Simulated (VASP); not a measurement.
# How thick must a slab of Cu(100) be?, part 2 of 2

How many layers does a slab of Cu(100) need before surface energy, work function and relaxation settle?

VASP 6.6.1; PBE; plane waves and PAW (Cu).

So far. Step 10 (Relaxing the slab, layers 7): The run ended after 42 ionic steps, 0.009 eV below its first step, once the forces on the free atoms met EDIFFG = -0.01. Step 11 (The vacuum level, layers 7): The vacuum level lies 4.56 eV above the Fermi level at the upper face; both faces agree, as the slab has next to no dipole.

## Step 12: Surface relaxation, layers 8

System of this step: Cu(100). The cell holds 8 atoms: 8 Cu. Its edges and angles: a = 2.566 Å, b = 2.566 Å, c = 27.699 Å, α = 90.0°, β = 90.0°, γ = 90.0°. It derives from Cu. 8 layers of fcc Cu, cut at this functional's lattice. Vacuum lies along c.

File INCAR:

```
SYSTEM = Cu
PREC = Normal
ENCUT = 330
EDIFF = 1E-06
NELM = 120
ISMEAR = 1
SIGMA = 0.15
LREAL = .FALSE.
ALGO = Fast
GGA = PE
NBANDS = 54
LASPH = .TRUE.
LORBIT = 11
LWAVE = .FALSE.
LCHARG = .FALSE.
KPAR = 4
IBRION = 2
NSW = 50
ISIF = 2
EDIFFG = -0.01
POTIM = 0.4
MAXMIX = 40
```

File POSCAR:

```
Cu
1.0
    2.5656253229      0.0000000000      0.0000000000
    0.0000000000      2.5656253229      0.0000000000
    0.0000000000      0.0000000000     27.6991974466
Cu
8
Direct
    0.5000000000      0.5000000000      0.2707659700
    0.0000000000      0.0000000000      0.3362614100
    0.5000000000      0.5000000000      0.4017568400
    0.0000000000      0.0000000000      0.4672522800
    0.5000000000      0.5000000000      0.5327477200
    0.0000000000      0.0000000000      0.5982431600
    0.5000000000      0.5000000000      0.6637385900
    0.0000000000      0.0000000000      0.7292340300
```

File KPOINTS:

```
Automatic mesh
0
Gamma
13 13 1
0 0 0
```

The projector-augmented-wave data sets are Cu (PBE family, release 64).

The run is started by

```console
mpirun -np 4 vasp_std
```

It took 2.2 min on 4 MPI ranks of Intel Xeon 6975P-C (Granite Rapids), shared host; peak memory 0.84 GiB; 8.5 min of CPU time.

The run ended after 11 ionic steps, 0.010 eV below its first step, once the forces on the free atoms met EDIFFG = -0.01.

## Step 13: The vacuum level, layers 8

INCAR, as its differences from that of step 12:

```diff
@@ -16,7 +16,6 @@
 KPAR = 4
-IBRION = 2
-NSW = 50
-ISIF = 2
-EDIFFG = -0.01
-POTIM = 0.4
-MAXMIX = 40
+IDIPOL = 3
+LDIPOL = .TRUE.
+DIPOL = 0.5 0.5 0.5
+LVHAR = .TRUE.
+LVACPOTAV = .TRUE.
```

File POSCAR:

```
Cu
1.0
    2.5656253229      0.0000000000      0.0000000000
    0.0000000000      2.5656253229      0.0000000000
    0.0000000000      0.0000000000     27.6991974466
Cu
8
Direct
    0.5000000000      0.5000000000      0.2717268182
    0.0000000000      0.0000000000      0.3354237509
    0.5000000000      0.5000000000      0.4012422445
    0.0000000000      0.0000000000      0.4672041219
    0.5000000000      0.5000000000      0.5327958781
    0.0000000000      0.0000000000      0.5987577555
    0.5000000000      0.5000000000      0.6645762491
    0.0000000000      0.0000000000      0.7282731818
```

KPOINTS is that of step 12.

The run is started by

```console
mpirun -np 4 vasp_std
```

Elapsed: 33 s, on 4 MPI ranks; peak memory 0.83 GiB.

The vacuum level lies 4.45 eV above the Fermi level at the upper face; both faces agree, as the slab has next to no dipole.

The program found no field-free point at its default tolerance, but its printed level agrees with the flat part of the planar average.

## Step 14: Surface relaxation, layers 9

System of this step: Cu(100). The cell holds 9 atoms: 9 Cu. Cell: a = 2.566 Å, b = 2.566 Å, c = 29.513 Å, α = 90.0°, β = 90.0°, γ = 90.0°. It derives from Cu. 9 layers of fcc Cu, cut at this functional's lattice. Vacuum lies along c.

File INCAR:

```
SYSTEM = Cu
PREC = Normal
ENCUT = 330
EDIFF = 1E-06
NELM = 120
ISMEAR = 1
SIGMA = 0.15
LREAL = .FALSE.
ALGO = Fast
GGA = PE
NBANDS = 61
LASPH = .TRUE.
LORBIT = 11
LWAVE = .FALSE.
LCHARG = .FALSE.
KPAR = 4
IBRION = 2
NSW = 50
ISIF = 2
EDIFFG = -0.01
POTIM = 0.4
MAXMIX = 40
```

File POSCAR:

```
Cu
1.0
    2.5656253229      0.0000000000      0.0000000000
    0.0000000000      2.5656253229      0.0000000000
    0.0000000000      0.0000000000     29.5133685104
Cu
9
Direct
    0.0000000000      0.0000000000      0.2541221300
    0.5000000000      0.5000000000      0.3155916000
    0.0000000000      0.0000000000      0.3770610600
    0.5000000000      0.5000000000      0.4385305300
    0.0000000000      0.0000000000      0.5000000000
    0.5000000000      0.5000000000      0.5614694700
    0.0000000000      0.0000000000      0.6229389400
    0.5000000000      0.5000000000      0.6844084000
    0.0000000000      0.0000000000      0.7458778700
```

KPOINTS is that of step 13.

The run is started by

```console
mpirun -np 4 vasp_std
```

Wall time 2.9 min (4 MPI ranks); peak memory 0.95 GiB; 11 min of CPU time.

The run ended after 11 ionic steps, 0.011 eV below its first step, once the forces on the free atoms met EDIFFG = -0.01.

## Step 15: The vacuum level, layers 9

INCAR, as its differences from that of step 14:

```diff
@@ -16,7 +16,6 @@
 KPAR = 4
-IBRION = 2
-NSW = 50
-ISIF = 2
-EDIFFG = -0.01
-POTIM = 0.4
-MAXMIX = 40
+IDIPOL = 3
+LDIPOL = .TRUE.
+DIPOL = 0.5 0.5 0.5
+LVHAR = .TRUE.
+LVACPOTAV = .TRUE.
```

File POSCAR:

```
Cu
1.0
    2.5656253229      0.0000000000      0.0000000000
    0.0000000000      2.5656253229      0.0000000000
    0.0000000000      0.0000000000     29.5133685104
Cu
9
Direct
    0.0000000000      0.0000000000      0.2550565387
    0.5000000000      0.5000000000      0.3147896676
    0.0000000000      0.0000000000      0.3766853258
    0.5000000000      0.5000000000      0.4383102956
    0.0000000000      0.0000000000      0.5000000000
    0.5000000000      0.5000000000      0.5616897044
    0.0000000000      0.0000000000      0.6233146742
    0.5000000000      0.5000000000      0.6852103324
    0.0000000000      0.0000000000      0.7449434613
```

KPOINTS is that of step 14.

The run is started by

```console
mpirun -np 4 vasp_std
```

It took 34 s on 4 MPI ranks; peak memory 0.88 GiB; 2.2 min of CPU time.

The planar average of the electrostatic potential oscillates, so the rows of the table below give means over windows of 1.79 Å about each position, cut where the curve ends. Its maxima inside the range that stand out by 2 % of the span (Å: eV): 8.4: -1.90, 10.2: -1.22, 12.0: -1.30, 13.8: -1.37, 15.7: -1.37, 17.5: -1.30, 19.3: -1.22, 21.1: -1.90. Its minima: 7.5: -12.2, 9.3: -12.5, 11.1: -12.4, 13.0: -12.5, 14.8: -12.5, 16.5: -12.5, 18.4: -12.4, 20.2: -12.5, 22.0: -12.2.

Zero at the Fermi level. Planar average of the electrostatic potential against height; means over each step:

| height (Å) | planar average of the electrostatic potential (eV) |
| --- | --- |
| 0.90 | 4.52 |
| 2.69 | 4.52 |
| 4.47 | 4.49 |
| 6.27 | 1.31 |
| 8.05 | -7.59 |
| 9.84 | -7.35 |
| 11.63 | -7.38 |
| 13.43 | -7.41 |
| 15.21 | -7.40 |
| 17.00 | -7.43 |
| 18.79 | -7.37 |
| 20.59 | -7.69 |
| 22.38 | -5.79 |
| 24.16 | 4.23 |
| 25.96 | 4.52 |
| 27.75 | 4.52 |

The vacuum level lies 4.52 eV above the Fermi level at the upper face; both faces agree, as the slab has next to no dipole.

The program found no field-free point at its default tolerance, and its printed vacuum level lies off the flat part of the planar average, by -0.01 eV at the upper face; the levels here are read from the flat part.

## Step 16: Surface relaxation, layers 10

System of this step: Cu(100). The cell holds 10 atoms: 10 Cu. Cell: a = 2.566 Å, b = 2.566 Å, c = 31.328 Å, α = 90.0°, β = 90.0°, γ = 90.0°. It derives from Cu. 10 layers of fcc Cu, cut at this functional's lattice. Vacuum lies along c.

File INCAR:

```
SYSTEM = Cu
PREC = Normal
ENCUT = 330
EDIFF = 1E-06
NELM = 120
ISMEAR = 1
SIGMA = 0.15
LREAL = .FALSE.
ALGO = Fast
GGA = PE
NBANDS = 68
LASPH = .TRUE.
LORBIT = 11
LWAVE = .FALSE.
LCHARG = .FALSE.
KPAR = 4
IBRION = 2
NSW = 50
ISIF = 2
EDIFFG = -0.01
POTIM = 0.4
MAXMIX = 40
```

File POSCAR:

```
Cu
1.0
    2.5656253229      0.0000000000      0.0000000000
    0.0000000000      2.5656253229      0.0000000000
    0.0000000000      0.0000000000     31.3275395742
Cu
10
Direct
    0.5000000000      0.5000000000      0.2394059700
    0.0000000000      0.0000000000      0.2973157500
    0.5000000000      0.5000000000      0.3552255400
    0.0000000000      0.0000000000      0.4131353200
    0.5000000000      0.5000000000      0.4710451100
    0.0000000000      0.0000000000      0.5289548900
    0.5000000000      0.5000000000      0.5868646800
    0.0000000000      0.0000000000      0.6447744600
    0.5000000000      0.5000000000      0.7026842500
    0.0000000000      0.0000000000      0.7605940300
```

KPOINTS is that of step 15.

The run is started by

```console
mpirun -np 4 vasp_std
```

Wall time 4.2 min (4 MPI ranks); peak memory 1 GiB; 17 min of CPU time.

The run ended after 14 ionic steps, 0.011 eV below its first step, once the forces on the free atoms met EDIFFG = -0.01.

## Step 17: The vacuum level, layers 10

INCAR, as its differences from that of step 16:

```diff
@@ -16,7 +16,6 @@
 KPAR = 4
-IBRION = 2
-NSW = 50
-ISIF = 2
-EDIFFG = -0.01
-POTIM = 0.4
-MAXMIX = 40
+IDIPOL = 3
+LDIPOL = .TRUE.
+DIPOL = 0.5 0.5 0.5
+LVHAR = .TRUE.
+LVACPOTAV = .TRUE.
```

File POSCAR:

```
Cu
1.0
    2.5656253229      0.0000000000      0.0000000000
    0.0000000000      2.5656253229      0.0000000000
    0.0000000000      0.0000000000     31.3275395742
Cu
10
Direct
    0.5000000000      0.5000000000      0.2401410049
    0.0000000000      0.0000000000      0.2964935171
    0.5000000000      0.5000000000      0.3547920591
    0.0000000000      0.0000000000      0.4130764140
    0.5000000000      0.5000000000      0.4710381818
    0.0000000000      0.0000000000      0.5289618182
    0.5000000000      0.5000000000      0.5869235860
    0.0000000000      0.0000000000      0.6452079409
    0.5000000000      0.5000000000      0.7035064829
    0.0000000000      0.0000000000      0.7598589951
```

KPOINTS is that of step 16.

The run is started by

```console
mpirun -np 4 vasp_std
```

It took 38 s on 4 MPI ranks; peak memory 0.95 GiB.

The program warns that it found no field-free vacuum at its default tolerance, so these levels carry more doubt.

## Step 18: Relaxing the slab, layers 11

System of this step: Cu(100). The cell holds 11 atoms: 11 Cu. Cell: a = 2.566 Å, b = 2.566 Å, c = 33.142 Å, α = 90.0°, β = 90.0°, γ = 90.0°. It derives from Cu. 11 layers of fcc Cu, cut at this functional's lattice. Vacuum lies along c.

File INCAR:

```
SYSTEM = Cu
PREC = Normal
ENCUT = 330
EDIFF = 1E-06
NELM = 120
ISMEAR = 1
SIGMA = 0.15
LREAL = .FALSE.
ALGO = Fast
GGA = PE
NBANDS = 75
LASPH = .TRUE.
LORBIT = 11
LWAVE = .FALSE.
LCHARG = .FALSE.
KPAR = 4
IBRION = 2
NSW = 50
ISIF = 2
EDIFFG = -0.01
POTIM = 0.4
MAXMIX = 40
```

File POSCAR:

```
Cu
1.0
    2.5656253229      0.0000000000      0.0000000000
    0.0000000000      2.5656253229      0.0000000000
    0.0000000000      0.0000000000     33.1417106380
Cu
11
Direct
    0.0000000000      0.0000000000      0.2263009300
    0.5000000000      0.5000000000      0.2810407500
    0.0000000000      0.0000000000      0.3357805600
    0.5000000000      0.5000000000      0.3905203700
    0.0000000000      0.0000000000      0.4452601900
    0.5000000000      0.5000000000      0.5000000000
    0.0000000000      0.0000000000      0.5547398100
    0.5000000000      0.5000000000      0.6094796300
    0.0000000000      0.0000000000      0.6642194400
    0.5000000000      0.5000000000      0.7189592500
    0.0000000000      0.0000000000      0.7736990700
```

KPOINTS is that of step 17.

The run is started by

```console
mpirun -np 4 vasp_std
```

The job ended after 4.3 min (4 MPI ranks; peak memory 1.1 GiB).

The run ended after 14 ionic steps, 0.011 eV below its first step, once the forces on the free atoms met EDIFFG = -0.01.

## Step 19: The vacuum level, layers 11

INCAR, as its differences from that of step 18:

```diff
@@ -16,7 +16,6 @@
 KPAR = 4
-IBRION = 2
-NSW = 50
-ISIF = 2
-EDIFFG = -0.01
-POTIM = 0.4
-MAXMIX = 40
+IDIPOL = 3
+LDIPOL = .TRUE.
+DIPOL = 0.5 0.5 0.5
+LVHAR = .TRUE.
+LVACPOTAV = .TRUE.
```

File POSCAR:

```
Cu
1.0
    2.5656253229      0.0000000000      0.0000000000
    0.0000000000      2.5656253229      0.0000000000
    0.0000000000      0.0000000000     33.1417106380
Cu
11
Direct
    0.0000000000      0.0000000000      0.2266049385
    0.5000000000      0.5000000000      0.2799000200
    0.0000000000      0.0000000000      0.3349737318
    0.5000000000      0.5000000000      0.3899886072
    0.0000000000      0.0000000000      0.4449853076
    0.5000000000      0.5000000000      0.5000000000
    0.0000000000      0.0000000000      0.5550146924
    0.5000000000      0.5000000000      0.6100113928
    0.0000000000      0.0000000000      0.6650262682
    0.5000000000      0.5000000000      0.7200999800
    0.0000000000      0.0000000000      0.7733950615
```

KPOINTS is that of step 18.

The run is started by

```console
mpirun -np 4 vasp_std
```

Wall time 44 s (4 MPI ranks); peak memory 1 GiB.

The vacuum level lies 4.51 eV above the Fermi level at the upper face; both faces agree, as the slab has next to no dipole.

The program found no field-free point at its default tolerance, and its printed vacuum level lies off the flat part of the planar average, by -0.04 eV at the upper face; the levels here are read from the flat part.

## Step 20: Surface relaxation, layers 12

System of this step: Cu(100). The cell holds 12 atoms: 12 Cu. Its edges and angles: a = 2.566 Å, b = 2.566 Å, c = 34.956 Å, α = 90.0°, β = 90.0°, γ = 90.0°. It derives from Cu. 12 layers of fcc Cu, cut at this functional's lattice. Vacuum lies along c.

File INCAR:

```
SYSTEM = Cu
PREC = Normal
ENCUT = 330
EDIFF = 1E-06
NELM = 120
ISMEAR = 1
SIGMA = 0.15
LREAL = .FALSE.
ALGO = Fast
GGA = PE
NBANDS = 81
LASPH = .TRUE.
LORBIT = 11
LWAVE = .FALSE.
LCHARG = .FALSE.
KPAR = 4
IBRION = 2
NSW = 50
ISIF = 2
EDIFFG = -0.01
POTIM = 0.4
MAXMIX = 40
```

File POSCAR:

```
Cu
1.0
    2.5656253229      0.0000000000      0.0000000000
    0.0000000000      2.5656253229      0.0000000000
    0.0000000000      0.0000000000     34.9558817018
Cu
12
Direct
    0.5000000000      0.5000000000      0.2145561700
    0.0000000000      0.0000000000      0.2664550500
    0.5000000000      0.5000000000      0.3183539200
    0.0000000000      0.0000000000      0.3702528000
    0.5000000000      0.5000000000      0.4221516800
    0.0000000000      0.0000000000      0.4740505600
    0.5000000000      0.5000000000      0.5259494400
    0.0000000000      0.0000000000      0.5778483200
    0.5000000000      0.5000000000      0.6297472000
    0.0000000000      0.0000000000      0.6816460800
    0.5000000000      0.5000000000      0.7335449500
    0.0000000000      0.0000000000      0.7854438300
```

KPOINTS is that of step 19.

The run is started by

```console
mpirun -np 4 vasp_std
```

It took 4.3 min on 4 MPI ranks; peak memory 1.2 GiB; 17 min of CPU time.

The run ended after 15 ionic steps, 0.012 eV below its first step, once the forces on the free atoms met EDIFFG = -0.01.

## Step 21: The vacuum level, layers 12

INCAR, as its differences from that of step 20:

```diff
@@ -16,7 +16,6 @@
 KPAR = 4
-IBRION = 2
-NSW = 50
-ISIF = 2
-EDIFFG = -0.01
-POTIM = 0.4
-MAXMIX = 40
+IDIPOL = 3
+LDIPOL = .TRUE.
+DIPOL = 0.5 0.5 0.5
+LVHAR = .TRUE.
+LVACPOTAV = .TRUE.
```

File POSCAR:

```
Cu
1.0
    2.5656253229      0.0000000000      0.0000000000
    0.0000000000      2.5656253229      0.0000000000
    0.0000000000      0.0000000000     34.9558817018
Cu
12
Direct
    0.5000000000      0.5000000000      0.2153058086
    0.0000000000      0.0000000000      0.2657082162
    0.5000000000      0.5000000000      0.3180577606
    0.0000000000      0.0000000000      0.3701656170
    0.5000000000      0.5000000000      0.4221129079
    0.0000000000      0.0000000000      0.4740681265
    0.5000000000      0.5000000000      0.5259318735
    0.0000000000      0.0000000000      0.5778870921
    0.5000000000      0.5000000000      0.6298343830
    0.0000000000      0.0000000000      0.6819422394
    0.5000000000      0.5000000000      0.7342917838
    0.0000000000      0.0000000000      0.7846941914
```

KPOINTS is that of step 20.

The run is started by

```console
mpirun -np 4 vasp_std
```

Run time: 39 s. Hardware: 4 MPI ranks; peak memory 1.1 GiB.

The vacuum level lies 4.47 eV above the Fermi level at the upper face; both faces agree, as the slab has next to no dipole.

The program found no field-free point at its default tolerance, but its printed level agrees with the flat part of the planar average.

## Step 22: Surface relaxation, layers 14

System of this step: Cu(100). The cell holds 14 atoms: 14 Cu. Cell: a = 2.566 Å, b = 2.566 Å, c = 38.584 Å, α = 90.0°, β = 90.0°, γ = 90.0°. It derives from Cu. 14 layers of fcc Cu, cut at this functional's lattice. Vacuum lies along c.

File INCAR:

```
SYSTEM = Cu
PREC = Normal
ENCUT = 330
EDIFF = 1E-06
NELM = 120
ISMEAR = 1
SIGMA = 0.15
LREAL = Auto
ALGO = Fast
GGA = PE
NBANDS = 95
LASPH = .TRUE.
LORBIT = 11
LWAVE = .FALSE.
LCHARG = .FALSE.
KPAR = 4
IBRION = 2
NSW = 50
ISIF = 2
EDIFFG = -0.01
POTIM = 0.4
MAXMIX = 40
```

File POSCAR:

```
Cu
1.0
    2.5656253229      0.0000000000      0.0000000000
    0.0000000000      2.5656253229      0.0000000000
    0.0000000000      0.0000000000     38.5842238294
Cu
14
Direct
    0.5000000000      0.5000000000      0.1943799600
    0.0000000000      0.0000000000      0.2413984300
    0.5000000000      0.5000000000      0.2884169000
    0.0000000000      0.0000000000      0.3354353600
    0.5000000000      0.5000000000      0.3824538300
    0.0000000000      0.0000000000      0.4294723000
    0.5000000000      0.5000000000      0.4764907700
    0.0000000000      0.0000000000      0.5235092300
    0.5000000000      0.5000000000      0.5705277000
    0.0000000000      0.0000000000      0.6175461700
    0.5000000000      0.5000000000      0.6645646400
    0.0000000000      0.0000000000      0.7115831000
    0.5000000000      0.5000000000      0.7586015700
    0.0000000000      0.0000000000      0.8056200400
```

KPOINTS is that of step 21.

The run is started by

```console
mpirun -np 4 vasp_std
```

Wall time 7.2 min (4 MPI ranks); peak memory 1.3 GiB; 29 min of CPU time.

The run ended after 25 ionic steps, 0.013 eV below its first step, once the forces on the free atoms met EDIFFG = -0.01.

## Step 23: The vacuum level, layers 14

INCAR, as its differences from that of step 22:

```diff
@@ -16,7 +16,6 @@
 KPAR = 4
-IBRION = 2
-NSW = 50
-ISIF = 2
-EDIFFG = -0.01
-POTIM = 0.4
-MAXMIX = 40
+IDIPOL = 3
+LDIPOL = .TRUE.
+DIPOL = 0.5 0.5 0.5
+LVHAR = .TRUE.
+LVACPOTAV = .TRUE.
```

File POSCAR:

```
Cu
1.0
    2.5656253229      0.0000000000      0.0000000000
    0.0000000000      2.5656253229      0.0000000000
    0.0000000000      0.0000000000     38.5842238294
Cu
14
Direct
    0.5000000000      0.5000000000      0.1946355061
    0.0000000000      0.0000000000      0.2402918094
    0.5000000000      0.5000000000      0.2876215824
    0.0000000000      0.0000000000      0.3347723797
    0.5000000000      0.5000000000      0.3819935847
    0.0000000000      0.0000000000      0.4291865956
    0.5000000000      0.5000000000      0.4763622847
    0.0000000000      0.0000000000      0.5236377153
    0.5000000000      0.5000000000      0.5708134044
    0.0000000000      0.0000000000      0.6180064153
    0.5000000000      0.5000000000      0.6652276203
    0.0000000000      0.0000000000      0.7123784176
    0.5000000000      0.5000000000      0.7597081906
    0.0000000000      0.0000000000      0.8053644939
```

KPOINTS is that of step 22.

The run is started by

```console
mpirun -np 4 vasp_std
```

Wall time 47 s (4 MPI ranks); peak memory 1.2 GiB.

The vacuum level lies 4.49 eV above the Fermi level at the upper face; both faces agree, as the slab has next to no dipole.

The program found no field-free point at its default tolerance, and its printed vacuum level lies off the flat part of the planar average, by -0.02 eV at the upper face; the levels here are read from the flat part.

## Step 24: All thicknesses together

This step: a metal face over its thickness, PBE; plane waves and PAW (VASP 6.6.1).

Derived from the runs above.

Numbers from this step:

```
slope energy per layer      : -3.737 eV
surface energy from the fit : 1.447 J/m²
```

Symmetric slabs, all atoms free; energies from the ends of the relaxations. Thickness series, by row:

| layers | slab energy plus 3.2 eV a layer (eV) | surface energy from the bulk run (J/m²) | work function (eV) | change of the top spacing (%) |
| --- | --- | --- | --- | --- |
| 4 | -0.9474 | 1.456 | 4.495 | -2.687 |
| 5 | -1.501 | 1.435 | 4.455 | -3.106 |
| 6 | -2.037 | 1.435 | 4.48 | -2.497 |
| 7 | -2.57 | 1.438 | 4.563 | -2.356 |
| 8 | -3.111 | 1.432 | 4.446 | -2.746 |
| 9 | -3.629 | 1.454 | 4.521 | -2.825 |
| 10 | -4.193 | 1.42 | 4.514 | -2.689 |
| 11 | -4.706 | 1.448 | 4.513 | -2.639 |
| 12 | -5.259 | 1.427 | 4.471 | -2.883 |
| 14 | -6.334 | 1.423 | 4.492 | -2.897 |

The third column takes -3.7360 eV an atom from the bulk run, over twice the area of 6.582 Å². The fit needs no bulk run: the intercept of energy against layers is twice the area times the surface energy.

## Step 25: What came out

| Quantity | Value |
| --- | --- |
| surface energy from the fit | 1.45 J/m² |
| slope energy per layer | -3.74 eV |

A straight line through the slab energies from 7 to 12 layers gives a surface energy of 1.45 J/m² for Cu(100); with one or two rows fewer at either end it runs from 1.43 to 1.49. Its slope differs from the bulk run's energy by -0.9 meV a layer, and the value counted from the bulk run goes from 1.46 J/m² at 4 layers to 1.43 at 12. Over the series the work function lies between 4.45 and 4.56 eV, and the top spacing changes by -3.1 to -2.4 %. Slabs of more than 12 layers ran with LREAL = Auto and the others without, so they are kept out of the line. The top spacing is counted from the bulk run's spacing, and the inner spacings of a slab can differ from that too. Swings with thickness mix quantum size effects with the sampling of the mesh and the force threshold.

[Lines on the potential files, build, host, timing and source positions are cut from VASP's logs without a mark.]

[Logs are printed without paths, hosts, clocks, repeated set-up lines and the standing remarks that a program may print on its own settings, such as how far it seeks lower states.]

[Hosts, paths, dates, database ids (printed as entryN), source tags and the programs' standing remarks are cut or masked in the printed files.]

[Runs that stopped without an error message from VASP are left out.]
